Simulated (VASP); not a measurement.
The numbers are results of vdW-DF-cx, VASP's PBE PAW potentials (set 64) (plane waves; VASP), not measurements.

Input for VASP

INCAR:
```
AGGAC  =  0.0
ALGO  =  Normal
EDIFF  =  1E-7
EDIFFG  =  -0.01
ENCUT  =  520
GGA  =  CX
IBRION  =  2
ISIF  =  4
ISMEAR  =  0
LASPH  =  .True.
LCHARG  =  .False.
LMAXMIX  =  4
LREAL  =  .False.
LUSE_VDW  =  .True.
LWAVE  =  .False.
NELM  =  100
NSW  =  30
PREC  =  Accurate
SIGMA  =  0.05
SYSTEM  =  CdSe
```

**POSCAR**
```
CdSe
1.0
  2.1226406787  -3.6765212648   0.0000000000
  2.1226406787   3.6765212648   0.0000000000
  0.0000000000   0.0000000000   6.9211712084
Cd Se
2 2
Cartesian
  2.1226406787  -1.2255095393   3.4607317980
  2.1226406787   1.2255095393   0.0001461938
  2.1226406787  -1.2255095393   6.0627997847
  2.1226406787   1.2255095393   2.6022141805
```

### KPOINTS
```
Automatic mesh
0
Gamma
6 6 3
0 0 0
```

POTCAR, in this order: Cd Se (PBE.64 set). Program: vasp_std.

The resulting files:

File OSZICAR:
```
       N       E                     dE             d eps       ncg     rms          rms(c)
DAV:   1     0.258110297458E+03    0.25811E+03   -0.17533E+04   616   0.149E+03
DAV:   2     0.111119533134E+02   -0.24700E+03   -0.24156E+03   688   0.351E+02
DAV:   3    -0.201628039145E+01   -0.13128E+02   -0.13064E+02   730   0.817E+01
DAV:   4    -0.213227584586E+01   -0.11600E+00   -0.11595E+00   694   0.739E+00
DAV:   5    -0.213324339379E+01   -0.96755E-03   -0.96752E-03   742   0.628E-01    0.972E+00
DAV:   6    -0.142838079450E+01    0.70486E+00   -0.16719E+00   784   0.140E+01    0.746E+00
DAV:   7    -0.139914902998E+01    0.29232E-01   -0.64087E-01   676   0.462E+00    0.270E+00
DAV:   8    -0.139515995782E+01    0.39891E-02   -0.82714E-02   670   0.333E+00    0.417E-01
DAV:   9    -0.139496219548E+01    0.19776E-03   -0.10756E-02   700   0.138E+00    0.158E-01
DAV:  10    -0.139505155773E+01   -0.89362E-04   -0.10620E-03   706   0.410E-01    0.736E-02
DAV:  11    -0.139514081200E+01   -0.89254E-04   -0.19944E-04   646   0.965E-02    0.279E-02
DAV:  12    -0.139514039302E+01    0.41898E-06   -0.40692E-05   754   0.765E-02    0.102E-02
DAV:  13    -0.139514290001E+01   -0.25070E-05   -0.10404E-05   664   0.312E-02    0.373E-03
DAV:  14    -0.139514303980E+01   -0.13979E-06   -0.54161E-07   660   0.370E-03    0.136E-03
DAV:  15    -0.139514323779E+01   -0.19799E-06   -0.17856E-07   558   0.363E-03    0.745E-04
DAV:  16    -0.139514321158E+01    0.26210E-07   -0.12072E-08   452   0.779E-04
   1 F= -.13951432E+01 E0= -.13951432E+01  d E =-.139514E+01
       N       E                     dE             d eps       ncg     rms          rms(c)
DAV:   1    -0.139529713031E+01   -0.15389E-03   -0.11447E-02   628   0.733E-01    0.493E-02
DAV:   2    -0.139522985796E+01    0.67272E-04   -0.13480E-04   726   0.114E-01    0.274E-02
DAV:   3    -0.139519850736E+01    0.31351E-04   -0.63128E-05   700   0.630E-02    0.850E-03
DAV:   4    -0.139519853481E+01   -0.27450E-07   -0.77435E-06   682   0.259E-02    0.548E-03
DAV:   5    -0.139519842961E+01    0.10520E-06   -0.16528E-07   506   0.318E-03    0.291E-03
DAV:   6    -0.139519842855E+01    0.10609E-08   -0.14425E-07   402   0.269E-03
   2 F= -.13951984E+01 E0= -.13951984E+01  d E =-.552170E-04
       N       E                     dE             d eps       ncg     rms          rms(c)
DAV:   1    -0.139619502662E+01   -0.99660E-03   -0.10303E-01   616   0.220E+00    0.148E-01
DAV:   2    -0.139558888628E+01    0.60614E-03   -0.12213E-03   720   0.342E-01    0.823E-02
DAV:   3    -0.139530757258E+01    0.28131E-03   -0.56760E-04   694   0.189E-01    0.255E-02
DAV:   4    -0.139530784142E+01   -0.26884E-06   -0.69704E-05   664   0.776E-02    0.164E-02
DAV:   5    -0.139530694023E+01    0.90119E-06   -0.16024E-06   730   0.955E-03    0.878E-03
DAV:   6    -0.139530695336E+01   -0.13131E-07   -0.11522E-06   682   0.758E-03    0.143E-03
DAV:   7    -0.139530697090E+01   -0.17546E-07   -0.14889E-07   484   0.352E-03
   3 F= -.13953070E+01 E0= -.13953070E+01  d E =-.163759E-03
       N       E                     dE             d eps       ncg     rms          rms(c)
DAV:   1    -0.139881150554E+01   -0.35046E-02   -0.41180E-01   616   0.439E+00    0.295E-01
DAV:   2    -0.139638884995E+01    0.24227E-02   -0.48883E-03   726   0.683E-01    0.164E-01
DAV:   3    -0.139526756409E+01    0.11213E-02   -0.22732E-03   688   0.377E-01    0.511E-02
DAV:   4    -0.139526872273E+01   -0.11586E-05   -0.27793E-04   664   0.155E-01    0.328E-02
DAV:   5    -0.139526509182E+01    0.36309E-05   -0.64010E-06   736   0.192E-02    0.176E-02
DAV:   6    -0.139526516460E+01   -0.72784E-07   -0.46259E-06   664   0.152E-02    0.288E-03
DAV:   7    -0.139526523878E+01   -0.74184E-07   -0.61426E-07   664   0.704E-03
   4 F= -.13952652E+01 E0= -.13952652E+01  d E =-.122027E-03
       N       E                     dE             d eps       ncg     rms          rms(c)
DAV:   1    -0.139665799488E+01   -0.13928E-02   -0.15452E-01   616   0.269E+00    0.181E-01
DAV:   2    -0.139575293571E+01    0.90506E-03   -0.18242E-03   720   0.418E-01    0.101E-01
DAV:   3    -0.139533368539E+01    0.41925E-03   -0.83838E-04   706   0.230E-01    0.312E-02
DAV:   4    -0.139533376242E+01   -0.77029E-07   -0.10325E-04   664   0.943E-02    0.200E-02
DAV:   5    -0.139533247237E+01    0.12900E-05   -0.23659E-06   736   0.116E-02    0.107E-02
DAV:   6    -0.139533251871E+01   -0.46333E-07   -0.16552E-06   664   0.913E-03    0.174E-03
DAV:   7    -0.139533254782E+01   -0.29115E-07   -0.21634E-07   526   0.426E-03
   5 F= -.13953325E+01 E0= -.13953325E+01  d E =-.189336E-03
       N       E                     dE             d eps       ncg     rms          rms(c)
DAV:   1    -0.139536275767E+01   -0.30239E-04   -0.12130E-02   628   0.713E-01    0.205E-02
DAV:   2    -0.139536887186E+01   -0.61142E-05   -0.11307E-04   732   0.729E-02    0.100E-02
DAV:   3    -0.139536749068E+01    0.13812E-05   -0.17167E-06   682   0.101E-02    0.615E-03
DAV:   4    -0.139536681061E+01    0.68007E-06   -0.13119E-06   718   0.888E-03    0.138E-03
DAV:   5    -0.139536681975E+01   -0.91350E-08   -0.13307E-07   376   0.356E-03
   6 F= -.13953668E+01 E0= -.13953668E+01  d E =-.342719E-04
       N       E                     dE             d eps       ncg     rms          rms(c)
DAV:   1    -0.139537683973E+01   -0.10029E-04   -0.31382E-02   616   0.115E+00    0.333E-02
DAV:   2    -0.139539286966E+01   -0.16030E-04   -0.29568E-04   732   0.118E-01    0.160E-02
DAV:   3    -0.139538929443E+01    0.35752E-05   -0.44579E-06   676   0.163E-02    0.985E-03
DAV:   4    -0.139538756045E+01    0.17340E-05   -0.34364E-06   718   0.143E-02    0.222E-03
DAV:   5    -0.139538759183E+01   -0.31378E-07   -0.35885E-07   602   0.572E-03
   7 F= -.13953876E+01 E0= -.13953876E+01  d E =-.550440E-04
```

OUTCAR:
```
------------------------ aborting loop because EDIFF is reached ----------------------------------------
  FORCE on cell =-STRESS in cart. coord.  units (eV):
  Direction    XX          YY          ZZ          XY          YZ          ZX
  --------------------------------------------------------------------------------------
  Total        2.3151080      2.3151075      2.3117672      0.0000000      0.0000000      0.0000000
  in kB       34.3367101     34.3367033     34.2871606      0.0000000      0.0000000      0.0000000
  external PRESSURE =      34.3201913 kB  Pullay stress =       0.0000000 kB
  volume of cell :      108.02
      direct lattice vectors                 reciprocal lattice vectors
     2.118906239 -3.670052902 -0.000000000     0.235970800 -0.136237818  0.000000000
     2.118906239  3.670052902 -0.000000000     0.235970800  0.136237818  0.000000000
     0.000000000  0.000000000  6.945589203     0.000000000  0.000000000  0.143976266
  FREE ENERGIE OF THE ION-ELECTRON SYSTEM (eV)
  ---------------------------------------------------
  free  energy   TOTEN  =        -1.3953875918 eV

  energy  without entropy=       -1.3953875918  energy(sigma->0) =       -1.39538759

 reached required accuracy - stopping structural energy minimisation
```
(Selected blocks of OUTCAR.)

**CONTCAR**
```
CdSe
   1.00000000000000
     2.1189062394544367   -3.6700529016963603   -0.0000000000000000
     2.1189062394544367    3.6700529016963603   -0.0000000000000000
     0.0000000000000000    0.0000000000000000    6.9455892030594466
  Cd              Se
     2     2
Direct
     0.6666669999999968    0.3333330000000032    0.5008331496468920
     0.3333330000000032    0.6666669999999968    0.0008331496468921
     0.6666669999999968    0.3333330000000032    0.8751668503531057
     0.3333330000000032    0.6666669999999968    0.3751668503531055
```

The compound is CdSe in the wurtzite structure. This cell is one point of a volume scan, at 0.94 of the reference volume. Symmetry was kept, so distortions that lower it aren't found.
